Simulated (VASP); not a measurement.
Consider the following.

```xyz
1
Lattice="0.0000 2.0921 2.0921 2.0921 0.0000 2.0921 2.0921 2.0921 0.0000" Properties=species:S:1:pos:R:3 pbc="T T T"
Au     0.0000     0.0000     0.0000
```

These are revPBE GGA, VASP's PBE PAW potentials (set 64) (plane waves; VASP 6.6.1) values and carry that method's errors. Numerical set-up: 520 eV cut-off, Gaussian smearing of 0.050 eV, potentials Au.

Unless said otherwise, spin-orbit coupling is left out, though it shifts the bands of the heavy elements here.

Question: Predict the band gap (along the path) with the smallest direct gap where there is one.

Answer: 
The band gap (along the path) is none (metal, semimetal or under 0.01 eV).

Total energies compare only between runs with the same potentials, cut-off and functional.

The compound is Au in the fcc structure. It was relaxed first, which changed the volume by +8 %.
